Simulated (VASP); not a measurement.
**AlNi: relaxation of cell and atoms with PBE+D3(BJ)**

Crystal: AlNi.

```
Al Ni
1.0
     2.88100    0.00000    0.00000
     0.00000    2.88100    0.00000
     0.00000    0.00000    2.88100
Al Ni
1 1
Direct
  0.00000 0.00000 0.00000
  0.50000 0.50000 0.50000
```

```
Program                : VASP 6.6.1
Task                   : relaxation of cell and atoms
Functional             : PBE
Dispersion             : D3(BJ)
Potentials or basis    : VASP PAW PBE potentials, release 64 (Al, Ni)
Cutoff                 : 600 eV
k mesh                 : 14 × 14 × 14
Occupations            : methfessel-paxton, width 0.1 eV
Spin                   : no spin polarisation
Further INCAR settings : ALGO = Normal; EDIFF = 1e-06; IBRION = 2; EDIFFG = -0.01; NSW = 90; ISIF = 3
```

The relaxed volume is 11.66 Å³/atom and the relaxed cell is a = 2.857 Å, b = 2.857 Å, c = 2.857 Å, α = 90.00°, β = 90.00°, γ = 90.00°. The space group after relaxing (to 0.05 Å) is Pm-3m (No. 221), the energy gained by relaxing is 3.9 meV/atom and the ionic steps are 3. The pressure after relaxing is 0.0 GPa and the band gap on the k mesh is none (metal or under the smearing width). The dispersion energy per atom is -0.455 eV.

The path:
```
step  energy change (eV)  largest force (eV/Å)  pressure (GPa)  volume (Å³)
   1              0.0000                0.0000           -4.04        23.91
   2             -0.0033                0.0000            3.38        22.88
   3             -0.0078                0.0000            0.01        23.32
```

Final structure:
```
CELL_PARAMETERS angstrom
2.85685 0.00000 0.00000
0.00000 2.85685 0.00000
0.00000 0.00000 2.85685
ATOMIC_POSITIONS crystal
Al 0.00000 0.00000 0.00000
Ni 0.50000 0.50000 0.50000
```

Levels at points of the mesh, in eV from the Fermi level:
| k point | band 4 | band 5 | band 6 | band 7 | band 8 | band 9 | band 10 |
| --- | --- | --- | --- | --- | --- | --- | --- |
| (0.00, 0.00, 0.00) | -1.56 | -1.56 | -1.56 | 5.64 | 5.64 | 5.64 | 8.24 |
| (0.50, 0.00, 0.00) | -2.28 | -2.28 | -1.46 | -0.62 | 8.34 | 10.18 | 10.18 |
| (0.50, 0.50, 0.00) | -2.92 | -2.11 | -2.11 | -1.01 | 1.57 | 2.63 | 12.59 |
| (0.50, 0.50, 0.50) | -0.98 | -0.98 | 2.02 | 2.02 | 2.02 | 3.95 | 4.59 |

Wall time 37 s on 1 thread of Intel(R) Xeon(R) Platinum 8375C CPU @ 2.90GHz (Ice Lake), on a shared host, peak memory 0.18 GiB.

Caveat: pairwise dispersion overbinds metals, which lowers pressure and volume. Spin polarisation is off, so any magnetic state and its effect on volume and gap are missing.
